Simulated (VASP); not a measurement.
A run of VASP 6.6.1:

File INCAR:

```
SYSTEM = PtF2
PREC = Accurate
ENCUT = 520
EDIFF = 1E-6
ISMEAR = 0
SIGMA = 0.05
LREAL = .False.
LASPH = .True.
NELM = 80
ALGO = Normal
ISIF = 2
LWAVE = .False.
LCHARG = .True.
MAGMOM = -0.353 -0.167 -0.343 0 0 0 0 0 0
LORBIT = 11
LSORBIT = .True.
GGA_COMPAT = .False.
LORBMOM = .True.
LMAXMIX = 4
LDAU = .True.
LDAUTYPE = 2
LDAUL = 2 -1
LDAUU = 7 0
LDAUJ = 0 0
LDAUPRINT = 1
GGA = CA
LVHAR = .True.
```

File KPOINTS:

```
Automatic mesh
0
Gamma
  6 6 6
  0 0 0
```

File POSCAR:

```
PtF2
1.0
    0.0000000000      2.5525506100      2.5525506100
    2.5525506100      0.0000000000      2.5525506100
    2.5525506100      2.5525506100      0.0000000000
Pt F
1 2
Direct
    0.0000000000      0.0000000000      0.0000000000
    0.2500000000      0.2500000000      0.2500000000
    0.7500000000      0.7500000000      0.7500000000
```

Potentials or basis: VASP PAW LDA potentials, release 64 (Pt, F).

Launch:

```sh
$ cat potpaw_LDA.64/Pt/POTCAR potpaw_LDA.64/F/POTCAR > POTCAR
$ mpirun -np 1 vasp_ncl > vasp.out
```

Hardware: 1 thread of AMD EPYC 7R13 Processor (Zen 3), with other jobs on the host.

**Question.** How long does it take, and how much memory?

**Answer.** It took 16 min on 1 thread of AMD EPYC 7R13 Processor (Zen 3) (shared host), peak memory 0.3 GiB. Counts: scf iterations 33, k points 112.
